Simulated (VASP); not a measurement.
Input:

```
CoSi2
1.0
    0.00000     2.56721     2.56721
    2.56721     0.00000     2.56721
    2.56721     2.56721     0.00000
Co Si
1 2
Cartesian
  0.00000   0.00000   0.00000
  1.28361   1.28361   1.28361
  3.85082   3.85082   3.85082
```

These are LDA (Ceperley-Alder, Perdew-Zunger), VASP's LDA PAW potentials (set 64) (plane waves; VASP) values and carry that method's errors. Numerical set-up: 500 eV cut-off, 10×10×10 Γ-centred mesh, first-order Methfessel-Paxton smearing of 0.10 eV, potentials Co Si.

Energy and stress use the plane-wave basis of the starting cell.

The ions, cell shape and volume at an external pressure of 30.0 GPa are relaxed. Predict the relaxed structure.

```
CoSi2
1.0
    0.00000     2.53954     2.53954
    2.53954     0.00000     2.53954
    2.53954     2.53954     0.00000
Co Si
1 2
Cartesian
  0.00000   2.53954   2.53954
  1.26977   1.26977   1.26977
  3.80931   3.80931   3.80931
```
Space group Fm-3m (225), at a tolerance of 0.03 Å.

How do energy and volume change from the first to the last step?

The energy (σ→0) changes by +56.0 meV/atom and the volume by -3.2 %, in 4 ionic steps.

The compound is CoSi2 in the fluorite structure. This run relaxes it under an external pressure of 30 GPa. Symmetry was kept, so distortions that lower it aren't found. The run is not spin-polarised, so no magnetic state was tried. The electron count is odd and the run is not spin-polarised, which forces a metal.
